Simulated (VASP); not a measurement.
Consider the following.

```yaml
crystal:
  lattice:
    - [4.30505, 0.00000, 0.00000]
    - [-2.15252, 3.72828, 0.00000]
    - [0.00000, 0.00000, 7.09347]
  atoms:
    - { symbol: Ga, position: [0.33333, 0.66667, 0.00044] }
    - { symbol: Ga, position: [0.66667, 0.33333, 0.50044] }
    - { symbol: Sb, position: [0.33333, 0.66667, 0.37456] }
    - { symbol: Sb, position: [0.66667, 0.33333, 0.87456] }
```

Calculation: PBEsol GGA, VASP's PBE PAW potentials (set 64) (plane waves; VASP 6.6.1). Run with 400 eV cut-off, 9×9×5 Γ-centred mesh, first-order Methfessel-Paxton smearing of 0.10 eV, potentials Ga_d Sb.

Unless said otherwise, spin-orbit coupling is left out, though it shifts the bands of the heavy elements here.

Q: Predict the energy per atom (σ→0), band gap (on the k-mesh) with the smallest direct gap where there is one.

A: 
```json
{
  "band gap (on the k-mesh)": "0.03 eV",
  "smallest direct gap (on the k-mesh)": "0.03 eV",
  "energy per atom (σ→0)": "-4.064 eV/atom"
}
```

The absolute energy has meaning only against runs of the same code, potentials and settings.

The structure was generated: GaSb was put into the wurtzite type (P6_3mc), which need not be its known phase. It was relaxed first. The start is the result of an earlier pass.
